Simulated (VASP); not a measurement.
Given:

```
CELL_PARAMETERS angstrom
      0.00000     2.74637     2.74637
      2.74637     0.00000     2.74637
      2.74637     2.74637     0.00000
ATOMIC_POSITIONS crystal
  Cd 0.00000 0.00000 0.00000
  F  0.25000 0.25000 0.25000
  F  0.75000 0.75000 0.75000
```

Method: PBE GGA, VASP's PBE PAW potentials (set 64) (plane waves; VASP 6.6.1). Run with 520 eV cut-off, 8×8×8 Γ-centred mesh, tetrahedra with Blöchl corrections, potentials Cd F.

### Question
What does the run give for the energy per atom (σ→0), band gap (on the k-mesh) with the smallest direct gap where there is one?

### Answer

* **band gap (on the k-mesh)**: 2.86 eV
* **smallest direct gap (on the k-mesh)**: 3.43 eV
* **energy per atom (σ→0)**: -3.635 eV/atom

The absolute energy has meaning only against runs of the same code, potentials and settings.

The compound is CdF2 in the fluorite structure. It was relaxed first, which changed the volume by +6 %.
